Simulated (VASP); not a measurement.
Here is the system:

```xyz
2
Lattice="0.0000 3.1600 3.1600 3.1600 0.0000 3.1600 3.1600 3.1600 0.0000" Properties=species:S:1:pos:R:3 pbc="T T T"
Sn     0.0000     0.0000     0.0000
Te     3.1600     3.1600     3.1600
```

All values below come from revTPSS meta-GGA, VASP's PBE PAW potentials (set 64) (plane waves; VASP). Run with 520 eV cut-off, 8×8×8 Γ-centred mesh, tetrahedra with Blöchl corrections, potentials Sn_d Te.

Unless said otherwise, spin-orbit coupling is left out, though it shifts the bands of the heavy elements here.

### Question
Give the energies of bands 7 to 13 at the high-symmetry points, in eV from the valence-band maximum.

### Answer

```csv
band,Γ,X,U,L,W
7,-4.64,-6.44,-7.42,-8.35,-7.36
8,-2.13,-5.64,-5.23,-1.83,-4.87
9,-2.13,-3.75,-3.26,-1.83,-4.87
10,-2.13,-3.75,-2.73,0.00,-0.84
11,3.40,2.02,3.06,0.05,0.94
12,3.40,4.98,3.10,0.45,4.54
13,3.40,4.98,4.16,0.45,4.54
```

The gap is direct, 0.05 eV, from the valence maximum at L to the conduction minimum at L.

The compound is SnTe in the rock salt structure, which distorts at low temperature. The cell was not relaxed at this level.
